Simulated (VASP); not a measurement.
TiCo (CsCl type) relaxed at rising pressure, in one space group throughout; other phases were not tried. The pressures are those reached. Level of theory: PBEsol GGA, VASP's PBE PAW potentials (set 64) (plane waves; VASP).

```json
[
 {"P (GPa)": "0.03", "V (Å³/atom)": "12.572", "k-mesh": "12×12×12"},
 {"P (GPa)": "5.01", "V (Å³/atom)": "12.271", "k-mesh": "13×13×13"},
 {"P (GPa)": "9.87", "V (Å³/atom)": "12.008", "k-mesh": "13×13×13"},
 {"P (GPa)": "19.93", "V (Å³/atom)": "11.542", "k-mesh": "13×13×13"},
 {"P (GPa)": "29.95", "V (Å³/atom)": "11.152", "k-mesh": "13×13×13"}
]
```

A change of mesh leaves a small step in the series.

Question: Fit an equation of state and predict the volume at 44.78 GPa.

Answer: Least squares on the third-order Birch-Murnaghan form, P = (3B0/2)(y⁷ − y⁵)[1 + (3/4)(B′ − 4)(y² − 1)] with y = (V0/V)^(1/3), gives V0 = 12.574 Å³/atom, B0 = 195 GPa and B′ = 4.1, and so 10.672 Å³/atom. The run gave 10.670 Å³/atom, -0.0 % from the fit.

Pressures at which the relaxation failed are left out.

The compound is TiCo in the CsCl type structure. The run is not spin-polarised, so no magnetic state was tried. The electron count is odd and the run is not spin-polarised, which forces a metal.
